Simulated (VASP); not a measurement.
OSZICAR of a VASP run on CdTe (zinc blende):

File OSZICAR:
```
       N       E                     dE             d eps       ncg     rms          rms(c)
DAV:   1     0.888333042531E+02    0.88833E+02   -0.73293E+03   424   0.966E+02
DAV:   2    -0.108703435983E+01   -0.89920E+02   -0.87290E+02   481   0.258E+02
DAV:   3    -0.436010919063E+01   -0.32731E+01   -0.32670E+01   506   0.527E+01
DAV:   4    -0.439118140607E+01   -0.31072E-01   -0.31069E-01   614   0.431E+00
DAV:   5    -0.439125559126E+01   -0.74185E-04   -0.74185E-04   481   0.200E-01    0.600E+00
DAV:   6    -0.418540632624E+01    0.20585E+00   -0.42812E-01   476   0.850E+00    0.475E+00
DAV:   7    -0.417203888057E+01    0.13367E-01   -0.13377E-01   466   0.269E+00    0.174E+00
DAV:   8    -0.417429266208E+01   -0.22538E-02   -0.12586E-02   431   0.154E+00    0.524E-01
DAV:   9    -0.417511981372E+01   -0.82715E-03   -0.14296E-03   479   0.414E-01    0.122E-01
DAV:  10    -0.417529021142E+01   -0.17040E-03   -0.19753E-04   446   0.137E-01    0.560E-02
DAV:  11    -0.417540283265E+01   -0.11262E-03   -0.22595E-04   441   0.101E-01    0.313E-02
DAV:  12    -0.417540237851E+01    0.45414E-06   -0.39380E-06   476   0.212E-02
   1 F= -.41754024E+01 E0= -.41754024E+01  d E =-.115580E-11
```

Problem. Which electronic solver shows in the log?

Solution. It is blocked Davidson (ALGO = Normal, or the opening steps of other solvers). The INCAR had ALGO = Normal.

Problem. Can the final energy be trusted as converged?

Solution. The calculation finished and met its thresholds. It stopped with EDIFF = 1E-6, NELM = 100 (revPBE GGA, plane waves, VASP's PBE PAW potentials (set 64)).

The compound is CdTe in the zinc blende structure. The cell was not relaxed at this level. The run is one of a series of settings (GGA = RE against the base run), some of them coarse on purpose.
